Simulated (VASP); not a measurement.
Output of a VASP run:

**OSZICAR**
```
       N       E                     dE             d eps       ncg     rms          rms(c)
DAV:   1    -0.104388568861E+02   -0.10439E+02   -0.22759E-01   256   0.295E+00    0.836E-01
DAV:   2    -0.104411254964E+02   -0.22686E-02   -0.46273E-03   336   0.494E-01    0.622E-01
DAV:   3    -0.104409069888E+02    0.21851E-03   -0.14395E-04   312   0.105E-01    0.352E-01
DAV:   4    -0.104408076357E+02    0.99353E-04   -0.43899E-05   304   0.499E-02    0.196E-01
DAV:   5    -0.104407720442E+02    0.35591E-04   -0.17485E-05   288   0.319E-02    0.106E-01
DAV:   6    -0.104407587710E+02    0.13273E-04   -0.53588E-06   328   0.186E-02    0.560E-02
DAV:   7    -0.104407535965E+02    0.51745E-05   -0.17327E-06   280   0.112E-02    0.285E-02
DAV:   8    -0.104407515334E+02    0.20632E-05   -0.61668E-07   136   0.699E-03    0.144E-02
DAV:   9    -0.104407506912E+02    0.84213E-06   -0.27144E-07   128   0.523E-03
   1 F= -.10440751E+02 E0= -.10440751E+02  d E =-.733989E-11
```

**OUTCAR**
```
------------------------ aborting loop because EDIFF is reached ----------------------------------------
  FORCE on cell =-STRESS in cart. coord.  units (eV):
  Direction    XX          YY          ZZ          XY          YZ          ZX
  --------------------------------------------------------------------------------------
  Total        0.1806217      0.1806217      0.1806217      0.0000000      0.0000000     -0.0000000
  in kB        8.3765746      8.3765746      8.3765746      0.0000000      0.0000000     -0.0000000
  external PRESSURE =       8.3765746 kB  Pullay stress =       0.0000000 kB
  volume of cell :       34.55
      direct lattice vectors                 reciprocal lattice vectors
     0.000000000  2.585004798  2.585004798    -0.193423239  0.193423239  0.193423239
     2.585004798  0.000000000  2.585004798     0.193423239 -0.193423239  0.193423239
     2.585004798  2.585004798  0.000000000     0.193423239  0.193423239 -0.193423239
 POSITION                                       TOTAL-FORCE (eV/Angst)
 -----------------------------------------------------------------------------------
      0.00000      0.00000      0.00000         0.000000     -0.000000     -0.000000
      2.58500      2.58500      2.58500        -0.000000      0.000000      0.000000
 -----------------------------------------------------------------------------------
    total drift:                                0.000000      0.000000      0.000000
  FREE ENERGIE OF THE ION-ELECTRON SYSTEM (eV)
  ---------------------------------------------------
  free  energy   TOTEN  =       -10.4407506912 eV

  energy  without entropy=      -10.4407506912  energy(sigma->0) =      -10.44075069

  exchange ACFDT corr.  =         0.00000000  see jH, gK, PRB 81, 115126
```
(Selected blocks of OUTCAR.)

POSCAR:
```
MgS
1
    0.0000000000     2.5850047983     2.5850047983
    2.5850047983     0.0000000000     2.5850047983
    2.5850047983     2.5850047983     0.0000000000
Mg S
1 1
Direct
  0.0000000000   0.0000000000   0.0000000000
  0.5000000000   0.5000000000   0.5000000000
```

**Question.** Write an INCAR and KPOINTS that could have produced this output.

**Answer.** This is not unique; one that fits is the input of the run itself, PBE0 hybrid, plane waves, VASP's PBE PAW potentials (set 64).

File KPOINTS:
```
K-points
0
G
 6 6 6
0 0 0
```

INCAR:
```
SYSTEM = MgS
PREC = Accurate
ENCUT = 520
EDIFF = 1E-6
NELM = 60
ALGO = Normal
LREAL = .FALSE.
LASPH = .TRUE.
ISMEAR = 0
SIGMA = 0.05
GGA = PE
AEXX = 0.25
HFRCUT = -1
LHFCALC = .TRUE.
PRECFOCK = Fast
ISYM = 3
LWAVE = .FALSE.
LCHARG = .FALSE.
ISIF = 2
```

POTCAR, in this order: Mg S (PBE.64 set). Program: vasp_std. Read from the step before: WAVECAR.

The compound is MgS in the rock salt structure. This cell is one point of a volume scan, at 0.97 of the reference volume. The cell's shape comes from a PBE relaxation.
